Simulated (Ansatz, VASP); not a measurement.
**Al2O3 (Corundum): VASP beside Ansatz**

One calculation is typed for both programs; each brings its own data sets. How far apart do they land? The cell is taken from a series of runs on this material, whose earlier steps may have relaxed, scaled, displaced or heated it; both programs get it as it stands.

Method: plane waves, with VASP 6.6.1 beside it; single point at HSE06 with D3(BJ), in Ansatz 0.2.0.

### 1. The starting structure

Symmetry: R-3c, No. 167, trigonal system. Conventional cell: a = 4.823 Å, b = 4.823 Å, c = 13.167 Å, α = 90.00°, β = 90.00°, γ = 120.00°. Nearest to Al lie 6 O at 1.88 to 2.00 Å. Nearest to O lie 4 Al at 1.88 to 2.00 Å. Farther neighbours and most contacts between anions are not listed.

### 2. Ansatz: single point, HSE06 with D3(BJ)

Ansatz runs on its default PAW (the set named soft_2) files.

With cell and atoms fixed, the geometry can't cause a difference; cores, projectors, grids and the points listed under the comparison can.

File input.yaml:

```yaml
crystal:
  lattice:
    - [2.4115726709, 1.3923221307, 4.3888714495]
    - [-2.4115726709, 1.3923221307, 4.3888714495]
    - [0.0, -2.7846442615, 4.3888714495]
  atoms:
    - { symbol: Al, position: [0.3520398352, 0.3520398352, 0.3520398352] }
    - { symbol: Al, position: [0.1479601648, 0.1479601648, 0.1479601648] }
    - { symbol: Al, position: [0.6479601648, 0.6479601648, 0.6479601648] }
    - { symbol: Al, position: [0.8520398352, 0.8520398352, 0.8520398352] }
    - { symbol: O, position: [0.5559083774, 0.9440916226, 0.25] }
    - { symbol: O, position: [0.25, 0.5559083774, 0.9440916226] }
    - { symbol: O, position: [0.9440916226, 0.25, 0.5559083774] }
    - { symbol: O, position: [0.4440916226, 0.0559083774, 0.75] }
    - { symbol: O, position: [0.75, 0.4440916226, 0.0559083774] }
    - { symbol: O, position: [0.0559083774, 0.75, 0.4440916226] }
kpoints:
  mp_grid: { grid: [3, 3, 3] }
hamiltonian:
  xc: hse06
  dispersion: d3bj
scf:
  occupations: { method: fixed }
  n_extra_bands: 7
  lower_state_search: "off"
  convergence: { dr2_threshold: 1.0e-09 }
output:
  eigenvalues: true
basis:
  ecutwfc: 650
```

On the command line:

```sh
$ ansatz run input.yaml --threads 20 --pin off --max-ram 73728MiB --backend cpu --events-out ev --progress --plain --runs-dir out
```

Numbers of over 12 decimals in the logs are rounded to 6 here.

Log:

```text
scf.n_extra_bands = 7 over 24 filled bands (N_el = 48.0): the run solves 31 bands
Engine: ansatz 0.2.0, aarch64-unknown-linux-gnu
Pseudopotentials: kind: paw
Pseudopotential: Al, paw, valence charge 3, recommended cutoff 420 eV (normal), Al.paw.azcp
Pseudopotential: O, paw, valence charge 6, recommended cutoff 420 eV (normal), O.paw.azcp
Functional definition: HSE06
  parameter a = 0.25
  parameter omega = 0.11/bohr
  exchange = pbe_x - a*pbe_x_sr(omega) + a*exact_x_sr(omega)
  correlation = pbe_c
davidson cushion auto → on  (no smearing: the cushion is to keep the highest requested band from converging to the state above it; pin scf.eigensolver.cushion to override)
Crystal: 10 atoms, lattice volume = 88.419 Å³
Basis set: ecut = 650 eV, 3295 PW (Γ)
Bands: 31, of which v1, the nominal top of the filled ones, is band 24 counted from 1 (23 counted from 0)
Symmetry: 12 space group operations
Space group: R-3c (ITA 167), of the structure as read, at distance tolerance 4.5e-5 Å
k-points: 6 of 27
Non-local potential: Al, projectors of the file, l = 0: 2, l = 1: 2, l = 2: 1
Non-local potential: O, projectors of the file, l = 0: 2, l = 1: 2, l = 2: 1
PAW form: soft (Blöchl's): semilocal exchange-correlation on the pseudo side does not see the compensation charge
PAW frozen core: Al, regenerated for the run's functional, and the local potential with it (the file was generated under x = pbe(κ = 0.804, μ = 0.219515), c = pbe(β = 0.066725))
PAW frozen core: O, regenerated for the run's functional, and the local potential with it (the file was generated under x = pbe(κ = 0.804, μ = 0.219515), c = pbe(β = 0.066725))
PAW one-centre angular grid: Al, 110 points (default); XC on 64 Gauss nodes
PAW one-centre angular grid: O, 110 points (default); XC on 96 Gauss nodes
Initial density: superposition of atomic densities (neutral atoms: chi_scale 0, normalization atom), corrected by the library's trained network
Initial wavefunctions: pseudopotential atomic-orbital guess
Functional: x = pbe(κ = 0.804, μ = 0.219515), c = pbe(β = 0.066725), warm-up for x = pbe(κ = 0.804, μ = 0.219515) + 0.25 (exact − pbe) at short range (hse, ω = 0.207870 Å⁻¹), c = pbe(β = 0.066725); HSE06 as pw.x's `hse` composes it (authors' and Libxc's form: `xc: wpbeh`)
SCF iter   1: F=—  HF=-5572.166022 eV  |F-HF|=—  |Δ(HF+E_count)|=         —  Δρ=1.76e-3  dr2=1.06e-3  ethr=1.77e-3  ⟨swp⟩=9.0  Hψ=1018  notcnv=0
preconditioner: auto → none  [insulator: Δε(μ)=5.749 eV  Ē_g=16.388 eV  n_scr=20 (ndim 8)  ℏωp=27.4 eV  f_vac=0.000]
SCF iter   2: F=—  HF=-5572.169049 eV  |F-HF|=—  |Δ(HF+E_count)|=   3.03e-3  Δρ=9.34e-4  dr2=2.13e-4  ethr=2.22e-6  ⟨swp⟩=8.0  Hψ=828  notcnv=0  defer=3
SCF iter   3: F=-5572.169571 eV  HF=-5572.169538 eV  |F-HF|=3.29e-5  |Δ(HF+E_count)|=   4.89e-4  Δρ=4.10e-4  dr2=5.51e-5  ethr=4.45e-7  ⟨swp⟩=4.2  Hψ=589  notcnv=0
SCF 1 stopped early in 3 iterations: F = -5572.169571 eV  dr2 = 5.51e-5
  greatest PAW one-centre occupation: 0.858 electrons in one spin orbital (limit 2), on the O atom at site 9 (counted from 0), in its partial waves of l = 0
Initial density: handed on by an earlier stage of this run
Initial wavefunctions: those handed on with the density
Functional: x = pbe(κ = 0.804, μ = 0.219515) + 0.25 (exact − pbe) at short range (hse, ω = 0.207870 Å⁻¹), c = pbe(β = 0.066725); HSE06 as pw.x's `hse` composes it (authors' and Libxc's form: `xc: wpbeh`)
Exchange kernel: α = 0.2500, screened, ω = 0.2079 Å⁻¹, Wigner–Seitz truncation, v(0) = 1015.4937 eV·Å³, q-mesh 3×3×3, nearest image of the exchange supercell L = 14.47 Å, pair-density grid 30×30×30, without the augmentation charges, whose exchange is taken in its separable form by FFT convolution over the k-point mesh (sized by the pseudopotential files, 36×36×40 at the most), smooth part of the exact exchange by density-matrix convolution
Frozen-core exchange: fock
SCF iter   1: F=—  HF=-5573.415881 eV  |F-HF|=—  |Δ(HF+E_count)|=         —  Δρ=7.71e-3  dr2=2.87e-2  ethr=1.15e-6  ⟨swp⟩=8.3  Hψ=1089  notcnv=0
preconditioner: auto → none  [insulator: Δε(μ)=7.554 eV  Ē_g=18.899 eV  n_scr=20 (ndim 8)  ℏωp=27.4 eV  f_vac=0.000]
SCF iter   2: F=—  HF=-5573.404728 eV  |F-HF|=—  |Δ(HF+E_count)|=   1.12e-2  Δρ=4.03e-3  dr2=5.82e-3  ethr=1.15e-6  ⟨swp⟩=4.8  Hψ=726  notcnv=0
SCF iter   3: F=—  HF=-5573.418500 eV  |F-HF|=—  |Δ(HF+E_count)|=   1.38e-2  Δρ=1.57e-3  dr2=2.26e-3  ethr=1.15e-6  ⟨swp⟩=4.7  Hψ=653  notcnv=0
SCF iter   4: F=—  HF=-5573.417819 eV  |F-HF|=—  |Δ(HF+E_count)|=   6.81e-4  Δρ=4.57e-4  dr2=1.98e-4  ethr=1.15e-6  ⟨swp⟩=4.0  Hψ=719  notcnv=0
iter 5 solved again at ethr=6.18e-9 eV; its pass at ethr=3.08e-7 eV (dr2=2.96e-6 eV) is discarded
SCF iter   5: F=-5573.417764 eV  HF=-5573.417765 eV  |F-HF|=8.39e-7  |Δ(HF+E_count)|=   5.43e-5  Δρ=6.74e-5  dr2=1.60e-5  ethr=6.18e-9  ⟨swp⟩=4.5  Hψ=1073  notcnv=0
eigensolver tolerance schedule: the retry pair's looser diagonalisation over-reported the residual by 0.41 of it (diagonalisation noise at 0.42 of the residual, at the tolerance the schedule requests for it); recorded, not acted on — ethr = c·dr2/N_el stays at c = 1.0e-1
SCF 2 stopped early in 5 iterations: F = -5573.417764 eV  dr2 = 1.60e-5
  greatest PAW one-centre occupation: 0.861 electrons in one spin orbital (limit 2), on the O atom at site 9 (counted from 0), in its partial waves of l = 0
hybrid outer 1: dexx = +1.690e-2 eV, tail = 4.98e-5 eV
Exchange kernel: α = 0.2500, screened, ω = 0.2079 Å⁻¹, Wigner–Seitz truncation, v(0) = 1015.4937 eV·Å³, q-mesh 3×3×3, nearest image of the exchange supercell L = 14.47 Å, pair-density grid 30×30×30, without the augmentation charges, whose exchange is taken in its separable form by FFT convolution over the k-point mesh (sized by the pseudopotential files, 36×36×40 at the most), smooth part of the exact exchange by density-matrix convolution
Frozen-core exchange: fock
SCF iter   1: F=—  HF=-5573.417875 eV  |F-HF|=—  |Δ(HF+E_count)|=         —  Δρ=1.12e-4  dr2=1.02e-5  ethr=5.19e-7  ⟨swp⟩=4.5  Hψ=451  notcnv=0
preconditioner: auto → none  [insulator: Δε(μ)=7.575 eV  Ē_g=18.887 eV  n_scr=20 (ndim 8)  ℏωp=27.4 eV  f_vac=0.000]
iter 2 solved again at ethr=3.23e-10 eV; its pass at ethr=2.05e-8 eV (dr2=1.55e-7 eV) is discarded
SCF iter   2: F=—  HF=-5573.417872 eV  |F-HF|=—  |Δ(HF+E_count)|=   3.20e-6  Δρ=1.98e-5  dr2=3.73e-7  ethr=3.23e-10  ⟨swp⟩=4.3  Hψ=1086  notcnv=0
SCF iter   3: F=—  HF=-5573.417874 eV  |F-HF|=—  |Δ(HF+E_count)|=   1.99e-6  Δρ=1.65e-5  dr2=2.13e-7  ethr=3.00e-10  ⟨swp⟩=6.0  Hψ=692  notcnv=0
SCF iter   4: F=—  HF=-5573.417874 eV  |F-HF|=—  |Δ(HF+E_count)|=   7.03e-8  Δρ=3.15e-6  dr2=5.48e-9  ethr=3.00e-10  ⟨swp⟩=3.2  Hψ=557  notcnv=0
SCF iter   5: F=-5573.417874 eV  HF=-5573.417874 eV  |F-HF|=2.62e-10  |Δ(HF+E_count)|=   1.49e-8  Δρ=1.02e-6  dr2=5.67e-10  ethr=8.75e-12  ⟨swp⟩=7.0  Hψ=688  notcnv=0  defer=4
SCF 3 converged in 5 iterations: F = -5573.417874 eV  dr2 = 5.67e-10
hybrid outer 2: dexx = +2.218e-6 eV, tail = 4.89e-9 eV, Δε = 1.47e-3 eV (about 1.60e-5 eV left of the loop's levels)
hybrid SCF converged: 2 outer / 10 inner (+3 warm-up), last move |dexx| = 2.22e-6 eV, tail = 4.89e-9 eV
Stability not checked: this state was not tested for a lower state beside it, because the functional holds exact exchange (a hybrid, or Hartree-Fock), whose exchange loop this test does not read (fock_operator; see scf.lower_state_search)
Free energy (F): -5573.417874 eV
Frozen-core exchange: fock
Harris-Foulkes:  -5573.417874 eV  (|F-HF|=2.62e-10)
Internal energy: -5573.417874 eV  (E = F + TS)
E sigma→0 (E₀):  -5573.417874 eV
Fermi energy:    5.971531 eV
--- Per-component energies (eV) ---
  E_band       = -37.119145
  E_kinetic    = 1182.119789
  E_local      = -2018.514454  (includes V_loc(G=0)·N_el)
  E_nonlocal   = 314.975223
  E_hartree    = 750.340310
  E_xc         = -492.915297
  E_vxc        = -555.277018  (∫ρ·V_xc dr)
  E_exx        = -135.534542  (= α·E_x^exact, valence–valence)
  E_paw        = -2805.239977  (= ΣΔE_a)
  E_vpaw       = -190.035939  (= ΣTr[D̂ρ^β])
  E_aug_tail   = 0.002734  (compensation charges beyond the density's cutoff)
  E_ewald      = -2365.792210
  E_disp       = -2.520099  (pairwise vdW)
  E_core_change = -0.339352  (= ΣΔE_core)
  E_smearing   = -0.000000  (= −TS)
  E_closure    = -0.000000  (closes the sum)
  Σ components = -5573.417874   (vs F -5573.417874, Δ=0.00e0)
--- Band table (eV; the first three rows and the last of 6) ---
  k-point 0: bands = [... 20 lower, 5.4285, 5.9354, 5.9354, 5.9715, 13.5457, 16.7036, 18.3205, 19.1845, ... 3 higher]
  k-point 1: bands = [... 20 lower, 5.0895, 5.3868, 5.7281, 5.7746, 15.5840, 17.3694, 17.7462, 18.1102, ... 3 higher]
  k-point 2: bands = [... 20 lower, 4.9465, 5.2513, 5.5923, 5.6191, 15.9688, 17.6144, 17.8380, 18.4633, ... 3 higher]
  k-point 5: bands = [... 20 lower, 4.9316, 5.0751, 5.3161, 5.3273, 17.1102, 17.4422, 17.7915, 18.2784, ... 3 higher]
```

The column dr2 measures how far the density is from self-consistency, as an energy; F and HF (Harris–Foulkes) agree once it is small.

### 3. VASP: single point, HSE06 with D3(BJ)

The same cell, functional and mesh now go to VASP, with its own data sets.

Lines of VASP's logs that name or quote its potential files are left out, and so is its time.

The run reads the wave functions of an earlier VASP run, which isn't shown here.

File INCAR:

```
SYSTEM = Al2O3
PREC = Accurate
ENCUT = 520
EDIFF = 1E-06
NELM = 100
ISMEAR = 0
SIGMA = 0.01
LREAL = .FALSE.
ALGO = Normal
LHFCALC = .TRUE.
AEXX = 0.25
GGA = PE
HFSCREEN = 0.208
IVDW = 12
VDW_S6 = 1
VDW_S8 = 2.31
VDW_A1 = 0.383
VDW_A2 = 5.685
LASPH = .TRUE.
NBANDS = 34
PRECFOCK = Fast
LORBIT = 11
LWAVE = .FALSE.
LCHARG = .FALSE.
ISIF = 2
```

File POSCAR:

```
Al2O3
1.0
    2.4115726709      1.3923221307      4.3888714495
   -2.4115726709      1.3923221307      4.3888714495
    0.0000000000     -2.7846442615      4.3888714495
Al O
4 6
Direct
    0.3520398352      0.3520398352      0.3520398352
    0.1479601648      0.1479601648      0.1479601648
    0.6479601648      0.6479601648      0.6479601648
    0.8520398352      0.8520398352      0.8520398352
    0.5559083774      0.9440916226      0.2500000000
    0.2500000000      0.5559083774      0.9440916226
    0.9440916226      0.2500000000      0.5559083774
    0.4440916226      0.0559083774      0.7500000000
    0.7500000000      0.4440916226      0.0559083774
    0.0559083774      0.7500000000      0.4440916226
```

File KPOINTS:

```
Automatic mesh
0
Gamma
3 3 3
0 0 0
```

The projector-augmented-wave data sets are Al and O (PBE family, release 64).

On the command line:

```sh
$ export OMP_NUM_THREADS=3
$ mpirun -np 1 vasp_std
```

Log:

```text
[banner, memory and clock lines left out]
running    1 mpi-ranks, on    1 nodes
 distrk:  each k-point on    1 cores,    1 groups
 distr:  one band on    1 cores,    1 groups
 Offloading initialized ...    1 GPUs detected
 POSCAR found type information on POSCAR AlO
 POSCAR found :  2 types and      10 ions
 LDA part: xc-table for (Slater+PW92), standard interpolation
 found WAVECAR, reading the header
 POSCAR, INCAR and KPOINTS ok, starting setup
 FFT: planning ... GRIDC
 FFT: planning ... GRID_SOFT
 FFT: planning ... GRID
 reading WAVECAR
 the WAVECAR file was read successfully
 initial charge from wavefunction
 entering main loop
       N       E                     dE             d eps       ncg     rms          rms(c)
DAV:   1    -0.901364300680E+02   -0.90136E+02   -0.20988E+00   542   0.791E+00    0.142E+01
DAV:   2    -0.901504052771E+02   -0.13975E-01   -0.46856E-02   514   0.117E+00    0.987E+00
DAV:   3    -0.901463568513E+02    0.40484E-02   -0.26875E-03   494   0.287E-01    0.615E+00
DAV:   4    -0.901451953530E+02    0.11615E-02   -0.70874E-04   502   0.140E-01    0.369E+00
DAV:   5    -0.901448069455E+02    0.38841E-03   -0.11886E-04   500   0.728E-02    0.218E+00
DAV:   6    -0.901446727429E+02    0.13420E-03   -0.48268E-05   500   0.514E-02    0.127E+00
DAV:   7    -0.901446285508E+02    0.44192E-04   -0.16319E-05   494   0.290E-02    0.734E-01
DAV:   8    -0.901446150805E+02    0.13470E-04   -0.51093E-06   500   0.154E-02    0.424E-01
DAV:   9    -0.901446110142E+02    0.40663E-05   -0.16307E-06   350   0.897E-03    0.249E-01
DAV:  10    -0.901446097512E+02    0.12629E-05   -0.85340E-07   294   0.679E-03    0.143E-01
DAV:  11    -0.901446094649E+02    0.28633E-06   -0.29504E-07   244   0.378E-03
   1 F= -.92664221E+02 E0= -.92664221E+02  d E =-.656794E-28
```

(Continued in part 2 of 2.)

[Lines on the potential files, build, host, timing and source positions are cut from VASP's logs without a mark.]

[Logs are printed without paths, hosts, clocks, repeated set-up lines and the standing remarks that a program may print on its own settings, such as how far it seeks lower states.]

[Hosts, paths, dates, database ids (printed as entryN), source tags and the programs' standing remarks are cut or masked in the printed files.]
